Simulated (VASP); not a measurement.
```xyz
3
Lattice="1.9208 -3.3269 0.0000 1.9208 3.3269 0.0000 0.0000 0.0000 6.4497" Properties=species:S:1:pos:R:3 pbc="T T T"
Sn     0.0000     0.0000     0.0000
Se     1.9208     1.1090     1.5741
Se     1.9208    -1.1090     4.8756
```

Computed with SCAN meta-GGA, VASP's PBE PAW potentials (set 64) (plane waves; VASP). Settings: 520 eV cut-off, 6×6×3 Γ-centred mesh, Gaussian smearing of 0.050 eV, potentials Sn_d Se.

Task: Estimate the energy per atom (σ→0).

Result: 
* **energy per atom (σ→0)**: -25.692 eV/atom

The absolute energy has meaning only against runs of the same code, potentials and settings.

The compound is SnSe2 in the 1T layered structure. It was relaxed first, which changed the volume by +7 %. The start is the result of an earlier pass.
